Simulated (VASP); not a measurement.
# AlFe3B (Pm-3m) in VASP: further runs, part 2 of 2

VASP 6.6.1.

**8. Equation of state, PBE, collinear spin, ferromagnetic start**

Potentials or basis: VASP PAW PBE potentials, release 64 (Fe, Al, B).

No new run: the results of the series are fitted here.

What came out:

```
Equilibrium volume                      : 11.12 Å³/atom
Bulk modulus                            : 192 GPa
Pressure derivative of the bulk modulus : 4.6 (rough: it moves with the points fitted)
```

Energy against volume, from the lowest point:
```tsv
volume (Å³/atom)	energy (meV/atom)
10.499	23.24
10.722	9.16
10.946	1.62
11.169	0.00
11.392	3.67
11.616	12.06
11.839	24.57
```

**9. Equation of state, PBEsol, collinear spin, ferromagnetic start, 10.50 Å³/atom (volume scaled by 0.94)**

The input, INCAR:

```
ALGO = Normal
EDIFF = 1E-7
ENCUT = 520
GGA = PS
ISIF = 2
ISMEAR = -1
ISPIN = 2
KPAR = 2
LASPH = T
LCHARG = F
LMAXMIX = 4
LORBIT = 11
LREAL = F
LWAVE = F
MAGMOM = 3 3 3 0 0
NBANDS = 27
NELM = 120
PREC = Accurate
SIGMA = 0.05
```

The input, KPOINTS:

```
k-points
0
Gamma
  7 7 7
```

The input, POSCAR:

```
AlFe3B
1.0
    3.7442935342      0.0000000000      0.0000000000
    0.0000000000      3.7442935342      0.0000000000
    0.0000000000      0.0000000000      3.7442935342
Fe Al B
3 1 1
Direct
    0.0000000000      0.0000000000      0.5000000000
    0.0000000000      0.5000000000      0.0000000000
    0.5000000000      0.0000000000      0.0000000000
    0.5000000000      0.5000000000      0.5000000000
    0.0000000000      0.0000000000      0.0000000000
```

Potentials or basis: VASP PAW PBE potentials, release 64 (Fe, Al, B).

On the command line:

```console
> cat potpaw_PBE.64/Fe/POTCAR potpaw_PBE.64/Al/POTCAR potpaw_PBE.64/B/POTCAR > POTCAR
> mpirun -np 2 vasp_std > vasp.out
```

Wall time 28 s (2 MPI ranks of Intel Xeon 6975P-C (Granite Rapids), shared host); peak memory 0.19 GiB.

The run converged. Its results:

```yaml
Free_energy: -38.7238 eV
Pressure: 5.6 GPa
Band_gap_on_the_k_mesh: none (metal or under the smearing width)
Net_moment: 4.01 μB per cell
Site_moments: Fe +1.41; Al -0.06; B -0.12 μB
Valence_electrons_inside_the_program's_atomic_spheres: Fe 7.61; Al 0.76; B 2.20
```

Caveat: the PAW data sets were made with another functional, which shifts forces and pressure a little.

**10. Equation of state, PBEsol, collinear spin, ferromagnetic start, 10.72 Å³/atom (volume scaled by 0.96)**

INCAR is that of step 9.

KPOINTS is that of step 9.

Edit POSCAR of step 9 so:

```diff
@@ -2,5 +2,5 @@
 1.0
-    3.7442935342      0.0000000000      0.0000000000
-    0.0000000000      3.7442935342      0.0000000000
-    0.0000000000      0.0000000000      3.7442935342
+    3.7706626674      0.0000000000      0.0000000000
+    0.0000000000      3.7706626674      0.0000000000
+    0.0000000000      0.0000000000      3.7706626674
 Fe Al B
```

On the command line:

```console
> cat potpaw_PBE.64/Fe/POTCAR potpaw_PBE.64/Al/POTCAR potpaw_PBE.64/B/POTCAR > POTCAR
> mpirun -np 2 vasp_std > vasp.out
```

Run time: 27 s. Hardware: 2 MPI ranks of Intel Xeon 6975P-C (Granite Rapids), shared host; peak memory 0.19 GiB.

It converged, with:

| Quantity | Value |
| --- | --- |
| Free energy | -38.7468 eV |
| Pressure | 1.0 GPa |
| Band gap on the k mesh | none (metal or under the smearing width) |
| Net moment | 4.06 μB per cell |
| Site moments | Fe +1.44; Al -0.06; B -0.12 μB |
| Valence electrons inside the program's atomic spheres | Fe 7.56; Al 0.75; B 2.17 |

Caveat: the PAW data sets were made with another functional, which shifts forces and pressure a little.

**11. Equation of state, PBEsol, collinear spin, ferromagnetic start, 10.95 Å³/atom (volume scaled by 0.98)**

INCAR is that of step 10.

KPOINTS is that of step 10.

Edit POSCAR of step 10 so:

```diff
@@ -2,5 +2,5 @@
 1.0
-    3.7706626674      0.0000000000      0.0000000000
-    0.0000000000      3.7706626674      0.0000000000
-    0.0000000000      0.0000000000      3.7706626674
+    3.7966680592      0.0000000000      0.0000000000
+    0.0000000000      3.7966680592      0.0000000000
+    0.0000000000      0.0000000000      3.7966680592
 Fe Al B
```

On the command line:

```console
> cat potpaw_PBE.64/Fe/POTCAR potpaw_PBE.64/Al/POTCAR potpaw_PBE.64/B/POTCAR > POTCAR
> mpirun -np 2 vasp_std > vasp.out
```

It took 23 s on 2 MPI ranks of Intel Xeon 6975P-C (Granite Rapids), shared host; peak memory 0.19 GiB.

The run converged. Its results:

| Item | Value |
| --- | --- |
| Free energy | -38.7388 eV |
| Pressure | -3.3 GPa |
| Band gap on the k mesh | none (metal or under the smearing width) |
| Net moment | 4.09 μB per cell |
| Site moments | Fe +1.45; Al -0.06; B -0.12 μB |
| Valence electrons inside the program's atomic spheres | Fe 7.51; Al 0.74; B 2.14 |

Caveat: the PAW data sets were made with another functional, which shifts forces and pressure a little.

**12. Equation of state, PBEsol, collinear spin, ferromagnetic start, 11.39 Å³/atom (volume scaled by 1.02)**

INCAR is that of step 11.

KPOINTS is that of step 11.

Edit POSCAR of step 11 so:

```diff
@@ -2,5 +2,5 @@
 1.0
-    3.7966680592      0.0000000000      0.0000000000
-    0.0000000000      3.7966680592      0.0000000000
-    0.0000000000      0.0000000000      3.7966680592
+    3.8476361285      0.0000000000      0.0000000000
+    0.0000000000      3.8476361285      0.0000000000
+    0.0000000000      0.0000000000      3.8476361285
 Fe Al B
```

Potentials or basis: VASP PAW PBE potentials, release 64 (Fe, Al, B).

On the command line:

```console
> cat potpaw_PBE.64/Fe/POTCAR potpaw_PBE.64/Al/POTCAR potpaw_PBE.64/B/POTCAR > POTCAR
> mpirun -np 2 vasp_std > vasp.out
```

Wall time 35 s (2 MPI ranks of Intel Xeon 6975P-C (Granite Rapids), shared host); peak memory 0.2 GiB.

It converged, with:

* Free energy: -38.6415 eV
* Pressure: -10.5 GPa
* Band gap on the k mesh: none (metal or under the smearing width)
* Net moment: 4.13 μB per cell
* Site moments: Fe +1.48; Al -0.06; B -0.13 μB
* Valence electrons inside the program's atomic spheres: Fe 7.42; Al 0.73; B 2.09

Caveat: the PAW data sets were made with another functional, which shifts forces and pressure a little.

**13. Equation of state, PBEsol, collinear spin, ferromagnetic start, 11.62 Å³/atom (volume scaled by 1.04)**

INCAR is that of step 12.

KPOINTS is that of step 12.

Edit POSCAR of step 12 so:

```diff
@@ -2,5 +2,5 @@
 1.0
-    3.8476361285      0.0000000000      0.0000000000
-    0.0000000000      3.8476361285      0.0000000000
-    0.0000000000      0.0000000000      3.8476361285
+    3.8726214787      0.0000000000      0.0000000000
+    0.0000000000      3.8726214787      0.0000000000
+    0.0000000000      0.0000000000      3.8726214787
 Fe Al B
```

On the command line:

```console
> cat potpaw_PBE.64/Fe/POTCAR potpaw_PBE.64/Al/POTCAR potpaw_PBE.64/B/POTCAR > POTCAR
> mpirun -np 2 vasp_std > vasp.out
```

Run time: 36 s. Hardware: 2 MPI ranks of Intel Xeon 6975P-C (Granite Rapids), shared host; peak memory 0.2 GiB.

The run converged. Its results:

- Free energy: -38.5580 eV
- Pressure: -13.5 GPa
- Band gap on the k mesh: none (metal or under the smearing width)
- Net moment: 4.17 μB per cell
- Site moments: Fe +1.50; Al -0.06; B -0.13 μB
- Valence electrons inside the program's atomic spheres: Fe 7.38; Al 0.72; B 2.06

Caveat: the PAW data sets were made with another functional, which shifts forces and pressure a little.

**14. Equation of state, PBEsol, collinear spin, ferromagnetic start, 11.84 Å³/atom (volume scaled by 1.06)**

INCAR is that of step 13.

KPOINTS is that of step 13.

Edit POSCAR of step 13 so:

```diff
@@ -2,5 +2,5 @@
 1.0
-    3.8726214787      0.0000000000      0.0000000000
-    0.0000000000      3.8726214787      0.0000000000
-    0.0000000000      0.0000000000      3.8726214787
+    3.8972885226      0.0000000000      0.0000000000
+    0.0000000000      3.8972885226      0.0000000000
+    0.0000000000      0.0000000000      3.8972885226
 Fe Al B
```

On the command line:

```console
> cat potpaw_PBE.64/Fe/POTCAR potpaw_PBE.64/Al/POTCAR potpaw_PBE.64/B/POTCAR > POTCAR
> mpirun -np 2 vasp_std > vasp.out
```

Run time: 31 s. Hardware: 2 MPI ranks of Intel Xeon 6975P-C (Granite Rapids), shared host; peak memory 0.2 GiB.

Results (log left out):

| Property | Result |
| --- | --- |
| Free energy | -38.4550 eV |
| Pressure | -16.0 GPa |
| Band gap on the k mesh | none (metal or under the smearing width) |
| Net moment | 4.24 μB per cell |
| Site moments | Fe +1.53; Al -0.07; B -0.14 μB |
| Valence electrons inside the program's atomic spheres | Fe 7.34; Al 0.71; B 2.04 |

Caveat: the PAW data sets were made with another functional, which shifts forces and pressure a little.

**15. Equation of state, PBEsol, collinear spin, ferromagnetic start**

Potentials or basis: VASP PAW PBE potentials, release 64 (Fe, Al, B).

No new run: the results of the series are fitted here.

Results:

| Item | Value |
| --- | --- |
| Equilibrium volume | 10.77 Å³/atom |
| Bulk modulus | 212 GPa |
| Pressure derivative of the bulk modulus | 4.6 (rough: it moves with the points fitted) |

Energy against volume, from the lowest point:
```csv
volume (Å³/atom),energy (meV/atom)
10.499,4.61
10.722,0.00
10.946,1.60
11.169,8.82
11.392,21.07
11.616,37.77
11.839,58.36
```

Caveat: the PAW data sets were made with another functional, which shifts forces and pressure a little.
